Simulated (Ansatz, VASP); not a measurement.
One calculation of MoW2, two programs

```
CELL_PARAMETERS angstrom
4.49119 0.00000 0.00000
-2.24559 3.88948 0.00000
0.00000 0.00000 2.75097
ATOMIC_POSITIONS crystal
Mo 0.00000 0.00000 0.00000
W 0.66667 0.33333 0.33135
W 0.33333 0.66667 0.66865
```

Change from the starting cell: the structure that the rattled cell fell into.

Alike in both runs: functional PBE; k mesh 12 × 12 × 16; occupations gaussian, width 0.1 eV; no spin polarisation.

Ansatz relaxed the structure, and its values are those at the end. VASP's run is a single point on that final structure, the one shown.

|  | VASP | Ansatz |
| --- | --- | --- |
| version | VASP 6.6.1 | Ansatz 0.2.0 |
| potentials or method | VASP PAW PBE potentials, release 64 (Mo_sv, W_sv) | scalar-relativistic, plane waves, PAW |
| plane-wave cutoff (eV) | 520 | 420 |
| valence electrons in the cell | 42 | 42 |

```tsv
	VASP	Ansatz	Ansatz less VASP
gap on the k mesh at the Fermi level (eV)	none	none	-
pressure (GPa)	0.5	0.0	-0.50
```

A gap of «none» marks a metal or a gap that the smearing closes. With one functional, cell and mesh, what is left measures potentials, basis and numerics.

Spin-orbit coupling is left out, which matters for the levels of W.
